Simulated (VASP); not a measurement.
Output of a VASP run:

OUTCAR:
```
 ion  position               nearest neighbor table
   1  0.500  0.500  0.500-   2 2.49   2 2.49   2 2.49   2 2.49   2 2.49   2 2.49   2 2.49   2 2.49
  LATTYP: Found a simple cubic cell.
 ALAT       =     2.8800000000
 Subroutine PRICEL returns:
 Original cell was already a primitive cell.
 Subroutine GETGRP returns: Found 48 space group operations
The static configuration has the point symmetry O_h .
The dynamic configuration has the point symmetry O_h .
 Subroutine INISYM returns: Found 48 space group operations
 Subroutine IBZKPT returns following result:
 Found     56 irreducible k-points:

 Following reciprocal coordinates:
            Coordinates               Weight
  0.000000  0.000000  0.000000      1.000000
  0.090909  0.000000  0.000000      6.000000
  0.181818  0.000000  0.000000      6.000000
  0.272727  0.000000  0.000000      6.000000
  0.363636  0.000000  0.000000      6.000000
  0.454545  0.000000  0.000000      6.000000
  0.090909  0.090909  0.000000     12.000000
  0.181818  0.090909  0.000000     24.000000
  0.272727  0.090909  0.000000     24.000000
  0.363636  0.090909  0.000000     24.000000
  0.454545  0.090909  0.000000     24.000000
  0.181818  0.181818  0.000000     12.000000
  0.272727  0.181818  0.000000     24.000000
  0.363636  0.181818  0.000000     24.000000
  0.454545  0.181818  0.000000     24.000000
  0.272727  0.272727  0.000000     12.000000
  0.363636  0.272727  0.000000     24.000000
  0.454545  0.272727  0.000000     24.000000
  0.363636  0.363636  0.000000     12.000000
  0.454545  0.363636  0.000000     24.000000
  0.454545  0.454545  0.000000     12.000000
  0.090909  0.090909  0.090909      8.000000
  0.181818  0.090909  0.090909     24.000000
  0.272727  0.090909  0.090909     24.000000
  0.363636  0.090909  0.090909     24.000000
  0.454545  0.090909  0.090909     24.000000
  0.181818  0.181818  0.090909     24.000000
  0.272727  0.181818  0.090909     48.000000
  0.363636  0.181818  0.090909     48.000000
  0.454545  0.181818  0.090909     48.000000
  0.272727  0.272727  0.090909     24.000000
  0.363636  0.272727  0.090909     48.000000
  0.454545  0.272727  0.090909     48.000000
  0.363636  0.363636  0.090909     24.000000
  0.454545  0.363636  0.090909     48.000000
  0.454545  0.454545  0.090909     24.000000
  0.181818  0.181818  0.181818      8.000000
  0.272727  0.181818  0.181818     24.000000
  0.363636  0.181818  0.181818     24.000000
  0.454545  0.181818  0.181818     24.000000
   k-points           NKPTS =     56   k-points in BZ     NKDIM =     56   number of bands    NBANDS=     15
   number of dos      NEDOS =    301   number of ions     NIONS =      2
   total plane-waves  NPLWV =  13824
   dimension x,y,z NGX =    24 NGY =   24 NGZ =   24
   dimension x,y,z NGXF=    48 NGYF=   48 NGZF=   48
   ions per type =               1   1
   PREC   = accura    normal or accurate (medium, high low for compatibility)
   ISTART =      0    job   : 0-new  1-cont  2-samecut
   ICHARG =      2    charge: 1-file 2-atom 10-const
   ISPIN  =      1    spin polarized calculation?
   LNONCOLLINEAR =      F non collinear calculations
   LSORBIT =      F    spin-orbit coupling
   INIWAV =      1    electr: 0-lowe 1-rand  2-diag
   ENCUT  =  520.0 eV  38.22 Ry    6.18 a.u.   5.35  5.35  5.35*2*pi/ulx,y,z
   NELM   =    100;   NELMIN=  2; NELMDL= -5     # of ELM steps
   EDIFF  = 0.1E-05   stopping-criterion for ELM
   LREAL  =      F    real-space projection
   NLSPLINE    = F    spline interpolate recip. space projectors
   LMAXMIX     =    4 max onsite mixed and CHGCAR
   VOSKOWN=      0    Vosko Wilk Nusair interpolation
   EDIFFG = -.1E-01   stopping-criterion for IOM
   NSW    =     60    number of steps for IOM
   NBLOCK =      1;   KBLOCK =     60    inner block; outer block
   IBRION =      2    ionic relax: 0-MD 1-quasi-New 2-CG
   NFREE  =      1    steps in history (QN), initial steepest desc. (CG)
...
```

**OSZICAR**
```
       N       E                     dE             d eps       ncg     rms          rms(c)
DAV:   1     0.102483510693E+03    0.10248E+03   -0.10887E+04  1728   0.264E+03
DAV:   2    -0.584072247104E+01   -0.10832E+03   -0.10566E+03  1722   0.362E+02
DAV:   3    -0.113398648928E+02   -0.54991E+01   -0.54771E+01  2016   0.865E+01
DAV:   4    -0.114185112709E+02   -0.78646E-01   -0.78631E-01  2218   0.972E+00
DAV:   5    -0.114205724553E+02   -0.20612E-02   -0.20612E-02  2126   0.134E+00    0.938E+00
DAV:   6    -0.124420674044E+02   -0.10215E+01   -0.21549E+01  1874   0.621E+01    0.112E+01
DAV:   7    -0.104985021605E+02    0.19436E+01   -0.89134E+00  1743   0.459E+01    0.173E+00
DAV:   8    -0.104816245543E+02    0.16878E-01   -0.23970E-01  2016   0.546E+00    0.646E-01
DAV:   9    -0.104753499066E+02    0.62746E-02   -0.19918E-02  2325   0.227E+00    0.135E-01
DAV:  10    -0.104750663139E+02    0.28359E-03   -0.61192E-04  2213   0.359E-01    0.668E-02
DAV:  11    -0.104750557691E+02    0.10545E-04   -0.90097E-05  2347   0.171E-01    0.136E-02
DAV:  12    -0.104750549498E+02    0.81930E-06   -0.54457E-06  2043   0.415E-02
   1 F= -.10475055E+02 E0= -.10475352E+02  d E =-.104751E+02
       N       E                     dE             d eps       ncg     rms          rms(c)
DAV:   1    -0.104923043681E+02   -0.17249E-01   -0.22696E-01  1729   0.914E+00    0.984E-01
DAV:   2    -0.104929313654E+02   -0.62700E-03   -0.19387E-01  1737   0.643E+00    0.945E-01
DAV:   3    -0.104767834616E+02    0.16148E-01   -0.87668E-02  1758   0.432E+00    0.292E-01
DAV:   4    -0.104752503337E+02    0.15331E-02   -0.33652E-03  2270   0.889E-01    0.572E-02
DAV:   5    -0.104750993656E+02    0.15097E-03   -0.20524E-04  2290   0.253E-01    0.120E-02
DAV:   6    -0.104750968064E+02    0.25593E-05   -0.86505E-06  2126   0.467E-02    0.361E-03
DAV:   7    -0.104750972881E+02   -0.48174E-06   -0.37440E-07  1128   0.825E-03
   2 F= -.10475097E+02 E0= -.10475382E+02  d E =-.423383E-04
       N       E                     dE             d eps       ncg     rms          rms(c)
DAV:   1    -0.104791966149E+02   -0.40998E-02   -0.51679E-02  1715   0.432E+00    0.470E-01
DAV:   2    -0.104792192227E+02   -0.22608E-04   -0.42984E-02  1723   0.306E+00    0.445E-01
DAV:   3    -0.104756637579E+02    0.35555E-02   -0.19409E-02  1772   0.206E+00    0.141E-01
DAV:   4    -0.104753097733E+02    0.35398E-03   -0.79557E-04  2264   0.429E-01    0.274E-02
DAV:   5    -0.104752764255E+02    0.33348E-04   -0.47020E-05  2255   0.120E-01    0.600E-03
DAV:   6    -0.104752759275E+02    0.49801E-06   -0.18457E-06  1450   0.223E-02
   3 F= -.10475276E+02 E0= -.10475567E+02  d E =-.220978E-03
```

File OUTCAR:
```
------------------------ aborting loop because EDIFF is reached ----------------------------------------
  FORCE on cell =-STRESS in cart. coord.  units (eV):
  Direction    XX          YY          ZZ          XY          YZ          ZX
  --------------------------------------------------------------------------------------
  Total        0.0039178      0.0039178      0.0039178      0.0000000      0.0000000     -0.0000000
  in kB        0.2617074      0.2617074      0.2617074      0.0000000      0.0000000     -0.0000000
  external PRESSURE =       0.2617074 kB  Pullay stress =       0.0000000 kB
  volume of cell :       23.98
      direct lattice vectors                 reciprocal lattice vectors
     2.883893472 -0.000000000 -0.000000000     0.346753446  0.000000000  0.000000000
     0.000000000  2.883893472 -0.000000000     0.000000000  0.346753446  0.000000000
    -0.000000000 -0.000000000  2.883893472     0.000000000  0.000000000  0.346753446
 POSITION                                       TOTAL-FORCE (eV/Angst)
 -----------------------------------------------------------------------------------
      1.44195      1.44195      1.44195        -0.000000     -0.000000      0.000000
      0.00000      0.00000      0.00000         0.000000      0.000000      0.000000
 -----------------------------------------------------------------------------------
    total drift:                                0.000000      0.000000     -0.000000
  FREE ENERGIE OF THE ION-ELECTRON SYSTEM (eV)
  ---------------------------------------------------
  free  energy   TOTEN  =       -10.4752759275 eV

  energy  without entropy=      -10.4761481174  energy(sigma->0) =      -10.47556666

 reached required accuracy - stopping structural energy minimisation
```
(Selected blocks of OUTCAR.)

**POSCAR**
```
CoGa
1
    2.8800000000     0.0000000000     0.0000000000
    0.0000000000     2.8800000000     0.0000000000
    0.0000000000     0.0000000000     2.8800000000
Ga Co
1 1
Direct
  0.5000000000   0.5000000000   0.5000000000
  0.0000000000   0.0000000000   0.0000000000
```

Task: Reconstruct the remaining input files.

Result: Several could match; the one computed here: the input of the run itself, PW91 GGA, plane waves, VASP's PBE PAW potentials (set 64).

### INCAR
```
ALGO = Normal
EDIFF = 1E-6
EDIFFG = -0.01
ENCUT = 520
GGA = 91
IBRION = 2
ISIF = 3
ISMEAR = 1
LASPH = .True.
LCHARG = .False.
LMAXMIX = 4
LREAL = .False.
LWAVE = .False.
NELM = 100
NSW = 60
PREC = Accurate
SIGMA = 0.1
SYSTEM = CoGa
```

### KPOINTS
```
kpoints
0
gamma
11 11 11
```

POTCAR, in this order: Ga_d Co (PBE.64 set). Program: vasp_std.

The compound is CoGa in the CsCl type structure. This run relaxes it. Symmetry was kept, so distortions that lower it aren't found. The run is not spin-polarised, so no magnetic state was tried.
